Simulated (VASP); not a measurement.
Data:

```
CELL_PARAMETERS angstrom
      1.35536    -2.33525     0.00000
      1.35536     2.33525     0.00000
      0.00000     0.00000     4.81502
ATOMIC_POSITIONS crystal
  Zn 0.33333 0.66667 0.25000
  Zn 0.70048 0.36715 0.75000
```

The numbers are results of PBE GGA, VASP's PBE PAW potentials (set 64) (plane waves; VASP), not measurements. Run with 400 eV cut-off, 19×19×10 Γ-centred mesh, first-order Methfessel-Paxton smearing of 0.10 eV, potentials Zn.

Task: Give the stress tensor in GPa (positive for a compressed cell).

Result: 
```
-2.12   0.53   0.00
 0.53  -1.80   0.00
 0.00   0.00   0.29
```
The pressure is its mean diagonal, -1.21 GPa.

The compound is Zn in the hcp structure. The cell was not relaxed at this level, atoms are displaced from their ideal sites. The run is one of a series of settings (KPOINTS 19×19×10 Γ-centred mesh against the base run), some of them coarse on purpose.
